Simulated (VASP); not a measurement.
```
CELL_PARAMETERS angstrom
      2.87897     0.00000     0.00000
      0.00000     2.87897     0.00000
      0.00000     0.00000     2.87897
ATOMIC_POSITIONS crystal
  Ga 0.50000 0.50000 0.50000
  Co 0.00000 0.00000 0.00000
```

Calculation: PBE GGA, VASP's PBE PAW potentials (set 64) (plane waves; VASP). Run with 400 eV cut-off, Gaussian smearing of 0.050 eV, potentials Ga_d Co.

Q: Give the energies of bands 6 to 14 at the high-symmetry points, in eV from the Fermi level.

A: 
```tsv
band	Γ	X	M	R
6	-12.13	-8.01	-6.08	-4.14
7	-2.60	-6.92	-3.18	-4.14
8	-2.60	-2.37	-3.18	-4.14
9	-0.79	-1.80	-2.52	-0.26
10	-0.79	-1.80	-1.28	-0.26
11	-0.79	-0.78	-1.28	0.59
12	5.15	0.05	-0.30	3.79
13	5.15	10.57	2.19	3.79
14	5.15	10.57	3.11	3.79
```

It has no gap at this level: it comes out as a metal or semimetal.

The compound is CoGa in the CsCl type structure. It was relaxed first. The run is not spin-polarised, so no magnetic state was tried.
